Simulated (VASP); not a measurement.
```yaml
crystal:
  lattice:
    - [1.84526, -3.19609, 0.00000]
    - [1.84526, 3.19609, 0.00000]
    - [0.00000, 0.00000, 6.04162]
  atoms:
    - { symbol: Zr, position: [0.00000, 0.00000, 0.00000] }
    - { symbol: S, position: [0.33333, 0.66667, 0.23785] }
    - { symbol: S, position: [0.66667, 0.33333, 0.76215] }
```

Level of theory: r2SCAN meta-GGA, VASP's PBE PAW potentials (set 64) (plane waves; VASP). Settings: 400 eV cut-off, 8×8×4 Γ-centred mesh, tetrahedra with Blöchl corrections, potentials Zr_sv S.

The path is coarsely sampled, so an indirect gap can come out somewhat too large.

Give the energies of bands 7 to 15 at the high-symmetry points, in eV from the valence-band maximum.

| band | Γ | M | K | A | L | H |
|---|---|---|---|---|---|---|
| 7 | -4.29 | -4.34 | -3.38 | -3.36 | -4.45 | -3.47 |
| 8 | -2.89 | -2.64 | -3.35 | -2.86 | -3.15 | -3.47 |
| 9 | -2.89 | -2.55 | -3.35 | -2.86 | -2.67 | -3.10 |
| 10 | -0.11 | -2.39 | -2.03 | -1.61 | -2.26 | -1.91 |
| 11 | -0.11 | -1.71 | -2.03 | -0.21 | -1.03 | -1.81 |
| 12 | -0.05 | -1.23 | -1.47 | -0.21 | -0.83 | -1.81 |
| 13 | 1.91 | 1.50 | 2.55 | 1.88 | 1.34 | 2.65 |
| 14 | 1.91 | 3.62 | 3.55 | 1.88 | 3.61 | 3.31 |
| 15 | 2.80 | 3.91 | 3.55 | 3.15 | 3.90 | 3.31 |

The gap is indirect, 1.34 eV, from the valence maximum at K-Γ at 0.80 to the conduction minimum at L.

The compound is ZrS2 in the 1T layered structure. It was relaxed first, which changed the volume by +6 %.
